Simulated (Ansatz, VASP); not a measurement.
One calculation of Be3Si, two programs

```
CELL_PARAMETERS angstrom
-1.65397 1.65397 3.52497
1.65397 -1.65397 3.52497
1.65397 1.65397 -3.52497
ATOMIC_POSITIONS crystal
Be 0.75000 0.25000 0.50000
Be 0.25000 0.75000 0.50000
Be 0.50000 0.50000 0.00000
Si 0.00000 0.00000 0.00000
```

Alike in both runs: task single point; functional PBE; k mesh 18 × 18 × 18; occupations gaussian, width 0.1 eV; no spin polarisation.

|  | VASP | Ansatz |
| --- | --- | --- |
| version | VASP 6.6.1 | Ansatz 0.2.0 |
| potentials or method | VASP PAW PBE potentials, release 64 (Be, Si) | scalar-relativistic, plane waves, PAW |
| plane-wave cutoff (eV) | 520 | 420 |
| valence electrons in the cell | 10 | 10 |

|  | VASP | Ansatz | Ansatz less VASP |
| --- | --- | --- | --- |
| gap on the k mesh at the Fermi level (eV) | none | none | - |
| pressure (GPa) | 3.1 | 3.1 | -0.05 |
| largest component of the traceless stress (GPa) | 10.55 | 10.55 | -0.001 |

A gap of «none» marks a metal or a gap that the smearing closes. The functional is the same, so the differences come from potentials, cutoffs and numerics.
